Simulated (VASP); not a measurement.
MgB2: band structure with PBE

The system is MgB2.

```
CELL_PARAMETERS angstrom
3.07290 0.00000 0.00000
-1.53645 2.66121 0.00000
0.00000 0.00000 3.53200
ATOMIC_POSITIONS crystal
Mg 0.00000 0.00000 0.00000
B 0.33333 0.66667 0.50000
B 0.66667 0.33333 0.50000
```

```json
{
  "Program": "VASP 6.6.1",
  "Task": "band structure",
  "Functional": "PBE",
  "Potentials or basis": "VASP PAW PBE potentials, release 64 (Mg, B)",
  "Cutoff": "520 eV",
  "k mesh": "15 × 15 × 12",
  "Occupations": "gaussian, width 0.1 eV",
  "Spin": "no spin polarisation",
  "Further INCAR settings": "ALGO = Fast; EDIFF = 1e-06; NBANDS = 11"
}
```

| Property | Result |
| --- | --- |
| Pressure | -0.3 GPa |
| Band gap along the path | none (metal or under the smearing width) |

Stress tensor (GPa, compression positive):
```
-0.20  0.00  0.00
 0.00 -0.20  0.00
 0.00  0.00 -0.38
```

Levels at the corners of the path, in eV from the Fermi level:
| point | band 2 | band 3 | band 4 | band 5 | band 6 | band 7 |
| --- | --- | --- | --- | --- | --- | --- |
| Γ | -3.00 | 0.40 | 0.40 | 1.57 | 6.40 | 6.40 |
| M | -7.83 | -2.15 | 0.18 | 3.06 | 3.94 | 5.28 |
| M | -7.83 | -2.15 | 0.18 | 3.06 | 3.94 | 5.28 |
| K | -7.25 | -5.85 | 1.78 | 1.78 | 6.14 | 6.14 |
| K | -7.25 | -5.85 | 1.78 | 1.78 | 6.14 | 6.14 |
| Γ | -3.00 | 0.40 | 0.40 | 1.57 | 6.40 | 6.40 |
| Γ | -3.00 | 0.40 | 0.40 | 1.57 | 6.40 | 6.40 |
| A | -7.45 | 0.77 | 0.77 | 6.71 | 6.71 | 8.06 |
| A | -7.45 | 0.77 | 0.77 | 6.71 | 6.71 | 8.06 |
| L | -6.94 | -3.56 | -1.87 | -1.28 | 5.79 | 8.85 |
| L | -6.94 | -3.56 | -1.87 | -1.28 | 5.79 | 8.85 |
| H | -6.37 | -5.19 | -1.99 | -1.99 | 3.60 | 11.72 |
| H | -6.37 | -5.19 | -1.99 | -1.99 | 3.60 | 11.72 |
| A | -7.45 | 0.77 | 0.77 | 6.71 | 6.71 | 8.06 |
| L | -6.94 | -3.56 | -1.87 | -1.28 | 5.79 | 8.85 |
| M | -7.83 | -2.15 | 0.18 | 3.06 | 3.94 | 5.28 |
| K | -7.25 | -5.85 | 1.78 | 1.78 | 6.14 | 6.14 |
| H | -6.37 | -5.19 | -1.99 | -1.99 | 3.60 | 11.72 |

Wall time 43 s on 1 thread of Intel(R) Xeon(R) Platinum 8259CL CPU @ 2.50GHz (Skylake/Cascade Lake), on a shared host, peak memory 0.23 GiB.
